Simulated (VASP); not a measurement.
A run of VASP 6.6.1 is set up as follows.

Contents of INCAR:

```
PREC = Accurate
ENCUT = 520
EDIFF = 1E-6
ISMEAR = 0
SIGMA = 0.1
LREAL = F
LASPH = T
NELM = 120
ALGO = Normal
ISIF = 3
LWAVE = F
LCHARG = F
GGA = PE
IBRION = 2
NSW = 90
EDIFFG = -0.01
```

KPOINTS

```
regular mesh
0
Gamma
  18 18 18
```

POSCAR

```
Al
1.0
    0.0000000000      2.0248050000      2.0248050000
    2.0248050000      0.0000000000      2.0248050000
    2.0248050000      2.0248050000      0.0000000000
Al
1
Direct
    0.0000000000      0.0000000000      0.0000000000
```

Potentials or basis: VASP PAW PBE potentials, release 64 (Al).

Launch:

```console
$ cat potpaw_PBE.64/Al/POTCAR > POTCAR
$ mpirun -np 1 vasp_std > vasp.out
```

**Question.** Estimate the space group after relaxing (to 0.05 Å).

**Answer.** Fm-3m (No. 225).

**Question.** What does it give for the band gap on the k mesh?

**Answer.** None (metal or under the smearing width).

**Question.** Predict the relaxed cell.

**Answer.** a = 2.856 Å, b = 2.856 Å, c = 2.856 Å, α = 60.00°, β = 60.00°, γ = 60.00°.

**Question.** Predict the relaxed volume.

**Answer.** 16.48 Å³/atom.

Step by step:
```
step  energy change (eV)  largest force (eV/Å)  pressure (GPa)  volume (Å³)
   1              0.0000                0.0000           -0.50        16.60
   2             -0.0002                0.0000            0.07        16.48
```
